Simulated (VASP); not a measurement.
Consider the following.

```
CELL_PARAMETERS angstrom
      3.80824     0.00000     0.00000
      0.00000     3.80824     0.00000
      0.00000     0.00000     3.80824
ATOMIC_POSITIONS crystal
  W  0.00000 0.00000 0.00000
  O  0.00000 0.00000 0.50000
  O  0.50000 0.00000 0.00000
  O  0.00000 0.50000 0.00000
```

Method: PBEsol GGA, VASP's PBE PAW potentials (set 64) (plane waves; VASP). Run with 520 eV cut-off, 13×13×13 Γ-centred mesh, Gaussian smearing of 0.010 eV, potentials W_sv O.

The job: WO3 (space group Pm-3m), 4 atoms, PBEsol, optics run with many empty bands, 520 eV, 13×13×13 Γ-centred mesh. Roughly how much core time does it take on a busy server core?

About 2 core-minutes (one run on a shared machine, a rough figure). It had 84 irreducible k-points, 60 bands, up to 1503 plane waves and 15 electronic steps.

The structure comes from a computed database's WO3 entry (Pm-3m); how it stands against other phases isn't given here. It was relaxed first.
